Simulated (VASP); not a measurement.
Data:

```yaml
crystal:
  lattice:
    - [4.93640, 0.00000, 0.00000]
    - [0.00000, 4.93640, 0.00000]
    - [0.00000, 0.00000, 4.93640]
  atoms:
    - { symbol: Sr, position: [0.00000, 0.00000, 0.00000] }
    - { symbol: Pb, position: [0.00000, 0.50000, 0.50000] }
    - { symbol: Pb, position: [0.50000, 0.00000, 0.50000] }
    - { symbol: Pb, position: [0.50000, 0.50000, 0.00000] }
```

Computed with PBEsol GGA, VASP's PBE PAW potentials (set 64) (plane waves; VASP 6.6.1). Run with 400 eV cut-off, Gaussian smearing of 0.050 eV, potentials Sr_sv Pb_d.

Unless said otherwise, spin-orbit coupling is left out, though it shifts the bands of the heavy elements here.

Question: Estimate the band gap (along the path) with the smallest direct gap where there is one.

Answer: 
```
Property                                                     Result
-------------------------  ----------------------------------------
band gap (along the path)  none (metal, semimetal or under 0.01 eV)
```

The absolute energy has meaning only against runs of the same code, potentials and settings.

The structure comes from a computed database's SrPb3 entry (Pm-3m); how it stands against other phases isn't given here. It was relaxed first.
